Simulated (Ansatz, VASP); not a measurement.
**Two plane-wave programs on Al3Ag**

```
CELL_PARAMETERS angstrom
4.23864 0.00000 0.00000
0.00000 4.23864 0.00000
0.00000 0.00000 4.23864
ATOMIC_POSITIONS crystal
Al 0.00000 0.50000 0.50000
Al 0.50000 0.00000 0.50000
Al 0.50000 0.50000 0.00000
Ag 0.00000 0.00000 0.00000
```

The cell comes from a database or a generator and needn't be the stable form of this composition.

Alike in both runs: task single point; functional LDA; k mesh 6 × 6 × 6; no spin polarisation.

|  | VASP | Ansatz |
| --- | --- | --- |
| version | VASP 6.6.1 | Ansatz 0.2.0 |
| potentials or method | VASP PAW LDA potentials, release 64 (Al, Ag) | plane waves, PAW |
| plane-wave cutoff (eV) | 520 | 500 |
| occupations | methfessel-paxton of order 1, width 0.15 eV | cold, width 0.15 eV |
| valence electrons in the cell | 20 | 28 |

```tsv
	VASP	Ansatz	Ansatz less VASP
gap on the k mesh at the Fermi level (eV)	none	none	-
pressure (GPa)	-10.4	-10.6	-0.19
```

A gap of «none» marks a metal or a gap that the smearing closes. The two sets of potentials don't hold the same shells in valence.
